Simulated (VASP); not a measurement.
```yaml
crystal:
  lattice:
    - [-1.48027, 1.48027, 1.48027]
    - [1.48027, -1.48027, 1.48027]
    - [1.48027, 1.48027, -1.48027]
  atoms:
    - { symbol: V, position: [0.00000, 0.00000, 0.00000] }
```

These are vdW-DF-cx, VASP's PBE PAW potentials (set 64) (plane waves; VASP) values and carry that method's errors. Run with 520 eV cut-off, 19×19×19 Γ-centred mesh, tetrahedra with Blöchl corrections, potentials V_sv.

Question: Predict the energy per atom (σ→0), band gap (on the k-mesh) with the smallest direct gap where there is one.

Answer: 
```json
{
 "band gap (on the k-mesh)": "none (metal, semimetal or under 0.01 eV)",
 "energy per atom (σ→0)": "-6.221 eV/atom"
}
```

The compound is V in the bcc structure. It was relaxed first, which changed the volume by -7 %. The run is not spin-polarised, so no magnetic state was tried.
